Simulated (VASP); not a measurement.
Crystal: C.

```
CELL_PARAMETERS angstrom
2.46100 0.00000 0.00000
-1.23050 2.13129 0.00000
0.00000 0.00000 6.70800
ATOMIC_POSITIONS crystal
C 0.00000 0.00000 0.25000
C 0.33333 0.66667 0.25000
C 0.00000 0.00000 0.75000
C 0.66667 0.33333 0.75000
```

The cell was built by a generator and needn't be a form met in nature.

Base run:

* Program: VASP 6.6.1
* Functional: vdW-DF
* Potentials or basis: VASP PAW PBE potentials, release 64 (C)
* Cutoff: 520 eV
* k mesh: 16 × 16 × 4
* Occupations: fermi-dirac, width 0.05 eV
* Spin: no spin polarisation

Its results: band gap on the k mesh 0.56 eV, direct; pressure 6.5 GPa.

Q: The run is repeated on the same cell with these changes: functional from vdW-DF to SCAN. What comes out?

A: Band gap on the k mesh 0.59 eV, direct; pressure -2.4 GPa.

Caveats: the PAW data sets were made with another functional, which shifts forces and pressure a little.

A k mesh can miss the band edges.

Not every run made on this cell is shown here.
